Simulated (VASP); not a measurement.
Calculation: PBE GGA with D3 dispersion (Becke-Johnson damping), VASP's PBE PAW potentials (set 64) (plane waves; VASP).

Input for VASP

**POSCAR**
```
KBr
1
    0.0000000000     3.2884528576     3.2884528576
    3.2884528576    -0.0000000000     3.2884528576
    3.2884528576     3.2884528576    -0.0000000000
K Br
1 1
Direct
  0.0000000000   0.0000000000   0.0000000000
  0.5000000000   0.5000000000   0.5000000000
```

### KPOINTS
```
k-points along high-symmetry lines
15
Line-mode
Reciprocal
  0.000000   0.000000   0.000000 ! GAMMA
  0.500000   0.000000   0.500000 ! X

  0.500000   0.000000   0.500000 ! X
  0.625000   0.250000   0.625000 ! U

  0.375000   0.375000   0.750000 ! K
  0.000000   0.000000   0.000000 ! GAMMA

  0.000000   0.000000   0.000000 ! GAMMA
  0.500000   0.500000   0.500000 ! L

  0.500000   0.500000   0.500000 ! L
  0.500000   0.250000   0.750000 ! W

  0.500000   0.250000   0.750000 ! W
  0.500000   0.000000   0.500000 ! X
```

INCAR:
```
! general
SYSTEM  = KBr
PREC    = Accurate
ENCUT   = 520
LREAL   = F   ! projection in real space or not
LASPH   = T
ICHARG  = 11   ! fixed density

! electronic loop
EDIFF   = 1E-7   ! SCF stop (eV)
NELM    = 100
ALGO    = Normal
LMAXMIX = 4

! smearing
ISMEAR  = 0   ! Gaussian
SIGMA   = 0.05

! functional
GGA     = PE   ! PBE
IVDW    = 12   ! D3, Becke-Johnson

! output
LWAVE   = F
LCHARG  = F
LORBIT  = 11
```

POTCAR, in this order: K_sv Br (PBE.64 set). Program: vasp_std. Read from the step before: CHGCAR.

Output

File OSZICAR:
```
       N       E                     dE             d eps       ncg     rms          rms(c)
DAV:   1     0.103800168751E+03    0.10380E+03   -0.70551E+03  2160   0.117E+03
DAV:   2     0.123616553743E+01   -0.10256E+03   -0.95276E+02  2660   0.269E+02
DAV:   3    -0.550812818904E+01   -0.67443E+01   -0.66717E+01  2776   0.626E+01
DAV:   4    -0.581655768957E+01   -0.30843E+00   -0.30811E+00  3840   0.113E+01
DAV:   5    -0.581869165704E+01   -0.21340E-02   -0.21339E-02  2756   0.935E-01
DAV:   6    -0.581875634575E+01   -0.64689E-04   -0.64688E-04  3120   0.106E-01
DAV:   7    -0.581875696027E+01   -0.61451E-06   -0.61451E-06  3080   0.135E-02
DAV:   8    -0.581875696800E+01   -0.77334E-08   -0.77331E-08  2364   0.155E-03
   1 F= -.62367811E+01 E0= -.62367811E+01  d E =-.385811E-15
```

### OUTCAR
```
 val. band max:       -1.6985379254   @ k =   0.0000   0.0000   0.0000

 cond. band min:       2.7637949560   @ k =   0.0000   0.0000   0.0000



 k-point     1 :       0.0000    0.0000    0.0000
  band No.  band energies     occupation
      1     -29.4573      2.00000
      2     -14.0037      2.00000
      3     -12.9355      2.00000
      4     -12.9355      2.00000
      5     -12.9355      2.00000
      6      -1.6985      2.00000
      7      -1.6985      2.00000
      8      -1.6985      2.00000
      9       2.7638      0.00000
     10       5.9076      0.00000
     11       5.9076      0.00000
     12       5.9076      0.00000

 k-point     2 :       0.0357    0.0000    0.0357
  band No.  band energies     occupation
      1     -29.4572      2.00000
      2     -14.0074      2.00000
      3     -12.9359      2.00000
      4     -12.9359      2.00000
      5     -12.9299      2.00000
      6      -1.7288      2.00000
      7      -1.7033      2.00000
      8      -1.7033      2.00000
      9       2.8101      0.00000
     10       5.8685      0.00000
     11       5.9406      0.00000
     12       5.9406      0.00000

 k-point     3 :       0.0714    0.0000    0.0714
  band No.  band energies     occupation
      1     -29.4569      2.00000
      2     -14.0171      2.00000
      3     -12.9373      2.00000
      4     -12.9373      2.00000
      5     -12.9147      2.00000
      6      -1.8128      2.00000
      7      -1.7170      2.00000
      8      -1.7170      2.00000
      9       2.9420      0.00000
     10       5.7594      0.00000
     11       6.0391      0.00000
     12       6.0391      0.00000

 k-point     4 :       0.1071    0.0000    0.1071
  band No.  band energies     occupation
      1     -29.4564      2.00000
      2     -14.0304      2.00000
      3     -12.9395      2.00000
      4     -12.9395      2.00000
      5     -12.8937      2.00000
      6      -1.9335      2.00000
      7      -1.7385      2.00000
...
```

The density is held fixed in this step, so its total energy and stress have no physical meaning.

The compound is KBr in the rock salt structure. It was relaxed first.
